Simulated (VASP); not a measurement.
Computed with PBEsol GGA, VASP's PBE PAW potentials (set 64) (plane waves; VASP). For the alloy's cell: Numerical set-up: 400 eV cut-off, 8×8×15 Γ-centred mesh, tetrahedra with Blöchl corrections, potentials Al Ag.

```json
[
 {"end member": "Ag (fcc)", "E (eV/atom)": "-3.3087", "V (Å³/atom)": "16.55", "gap (eV)": "0.00"},
 {"end member": "Al (fcc)", "E (eV/atom)": "-4.0930", "V (Å³/atom)": "16.14", "gap (eV)": "0.00"}
]
```

An ordered cell with a fraction 0.25 of the second end member relaxes to

```
Ag3Al
1.0
    0.03635     4.06646     3.92952
    4.06646     0.03635     3.92952
    2.05141     2.05141     0.00000
Al Ag
1 3
Cartesian
  0.00000   0.00000   0.00000
  2.03323   0.01818   1.96476
  0.01818   2.03323   1.96476
  2.05141   2.05141   3.92952
```

Problem. Estimate the mixing energy, the deviation from a linear volume and the gap.

Solution. Its energy is -3.5825 eV/atom, so the mixing energy is -78 meV/atom. The volume of 16.24 Å³/atom lies -1.2 % from the linear mean. The cell is without a gap at this level.
